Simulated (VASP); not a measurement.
These are PBEsol GGA, VASP's PBE PAW potentials (set 64) (plane waves; VASP 6.6.1) values and carry that method's errors.

Input for VASP

File POSCAR:
```
Cd3HgTe4
1.0
  0.0024813838   6.4941306625   6.4877086864
  6.4941306625   0.0024813838   6.4877086864
  3.2483060231   3.2483060231   0.0000000000
Hg Te Cd
1 4 3
Cart
  6.4966120463   6.4966120463  12.9748817307
  1.6241530119   1.6241530119   1.6275977287
  4.8680986915   1.6285133554   4.8627449116
  1.6285133554   4.8680986915   4.8627449116
  4.8724590347   4.8724590347   8.1098621337
  3.2511118342   6.4938062353   9.7313025027
  6.4938062353   3.2511118342   9.7313025027
  6.4966120466   6.4966120466   6.4889417585
```

File KPOINTS:
```
k-points along high-symmetry lines
8
Line-mode
Reciprocal
  0.000000   0.000000   0.000000 ! GAMMA
 -0.500000  -0.500000   0.000000 ! Y

 -0.500000  -0.500000   0.000000 ! Y
 -0.625000  -0.375000   0.000000 ! C_0

 -0.375000   0.375000   0.000000 ! SIGMA_0
  0.000000   0.000000   0.000000 ! GAMMA

  0.000000   0.000000   0.000000 ! GAMMA
  0.500000   0.500000   0.500000 ! Z

  0.500000   0.500000   0.500000 ! Z
  0.125000   0.875000   0.500000 ! A_0

 -0.125000   0.125000   0.500000 ! E_0
  0.000000   0.000000   0.500000 ! T

  0.000000   0.000000   0.500000 ! T
 -0.500000  -0.500000   0.000000 ! Y

  0.000000   0.000000   0.000000 ! GAMMA
 -0.500000   0.000000   0.000000 ! S

 -0.500000   0.000000   0.000000 ! S
  0.000000   0.500000   0.500000 ! R

  0.000000   0.500000   0.500000 ! R
  0.500000   0.500000   0.500000 ! Z

  0.500000   0.500000   0.500000 ! Z
  0.000000   0.000000   0.500000 ! T
```

### INCAR
```
PREC=Accurate
SIGMA=0.05   ! width (eV)
ALGO=Normal   ! blocked Davidson
NELM=100
LWAVE=.False.
LCHARG=.False.
LREAL=.False.   ! projection in real space or not
EDIFF=1E-7
ICHARG=11   ! fixed density
ENCUT=400   ! plane-wave cut-off (eV)
GGA=PS   ! PBEsol
LMAXMIX=6   ! l cut-off of mixed one-centre charges
SYSTEM=Cd3HgTe4
LASPH=.True.   ! aspherical one-centre terms
LORBIT=11   ! lm-projected
ISMEAR=0
```

POTCAR, in this order: Hg Te Cd (PBE.64 set). Program: vasp_std. Read from the step before: CHGCAR.

The resulting files:

### OSZICAR
```
       N       E                     dE             d eps       ncg     rms          rms(c)
DAV:   1     0.414636615401E+03    0.41464E+03   -0.28236E+04  7576   0.118E+03
DAV:   2     0.350540844926E+01   -0.41113E+03   -0.40336E+03  8469   0.311E+02
DAV:   3    -0.194521809337E+02   -0.22958E+02   -0.22815E+02  8733   0.731E+01
DAV:   4    -0.198102825184E+02   -0.35810E+00   -0.35775E+00  9117   0.798E+00
DAV:   5    -0.198151136017E+02   -0.48311E-02   -0.48308E-02  8621   0.995E-01
DAV:   6    -0.198152656252E+02   -0.15202E-03   -0.15202E-03  9319   0.158E-01
DAV:   7    -0.198152711549E+02   -0.55297E-05   -0.55297E-05  8837   0.270E-02
DAV:   8    -0.198152713757E+02   -0.22078E-06   -0.22093E-06  8212   0.482E-03
DAV:   9    -0.198152713884E+02   -0.12672E-07   -0.12437E-07  5950   0.109E-03
   1 F= -.19815271E+02 E0= -.19815181E+02  d E =-.181492E-03
```

OUTCAR:
```
 val. band max:        2.3417303919   @ k =   0.0000   0.0000   0.0000

 cond. band min:       2.5175309716   @ k =   0.0000   0.0000   0.0000



 k-point     1 :       0.0000    0.0000    0.0000
  band No.  band energies     occupation
      1      -9.0519      2.00000
      2      -8.6085      2.00000
      3      -8.5808      2.00000
      4      -8.4559      2.00000
      5      -5.9942      2.00000
      6      -5.9849      2.00000
      7      -5.9832      2.00000
      8      -5.9393      2.00000
      9      -5.9110      2.00000
     10      -5.8833      2.00000
     11      -5.8381      2.00000
     12      -5.7631      2.00000
     13      -5.7550      2.00000
     14      -5.7498      2.00000
     15      -5.7480      2.00000
     16      -5.7266      2.00000
     17      -5.6646      2.00000
     18      -5.6198      2.00000
     19      -5.3573      2.00000
     20      -4.4366      2.00000
     21      -4.2173      2.00000
     22      -4.1667      2.00000
     23      -4.1021      2.00000
     24      -4.0823      2.00000
     25      -2.6759      2.00000
     26      -2.2307      2.00000
     27      -2.1194      2.00000
     28       0.3570      2.00000
     29       0.3631      2.00000
     30       1.4506      2.00000
     31       1.4702      2.00000
     32       1.5253      2.00000
     33       1.5362      2.00000
     34       2.3333      1.99598
     35       2.3354      1.99515
     36       2.3417      1.99168
     37       2.5175      0.01962
     38       3.6346      0.00000
     39       3.9794      0.00000
     40       4.7807      0.00000
     41       4.8117      0.00000
     42       6.7880      0.00000
     43       6.7946      0.00000

 k-point     2 :      -0.0714   -0.0714    0.0000
  band No.  band energies     occupation
      1      -9.0449      2.00000
      2      -8.6090      2.00000
      3      -8.5809      2.00000
      4      -8.4627      2.00000
      5      -5.9927      2.00000
      6      -5.9825      2.00000
...
```

The density is held fixed in this step, so its total energy and stress have no physical meaning. Unless said otherwise, spin-orbit coupling is left out, though it shifts the bands of the heavy elements here.

The structure was generated: Cd3HgTe4 was put into an ordered model structure (Amm2), which need not be its known phase. It was relaxed first.
